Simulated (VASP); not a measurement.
Here is the system:

```xyz
2
Lattice="0.0000 2.7814 2.7814 2.7814 0.0000 2.7814 2.7814 2.7814 0.0000" Properties=species:S:1:pos:R:3 pbc="T T T"
Mg     2.7814     2.7814     0.0000
Se     2.7814     2.7814     2.7814
```

Calculation: AM05 GGA, VASP's PBE PAW potentials (set 64) (plane waves; VASP). Settings: 520 eV cut-off, 8×8×8 Γ-centred mesh, Gaussian smearing of 0.050 eV, potentials Mg Se.

**Question.** Give the stress tensor in GPa (positive for a compressed cell).

**Answer.** 
```
-3.27   0.00   0.00
 0.00  -3.27   0.00
 0.00   0.00  -3.27
```
The pressure is its mean diagonal, -3.27 GPa.

The compound is MgSe in the rock salt structure. This cell is one point of a volume scan, at 1.06 of the reference volume.
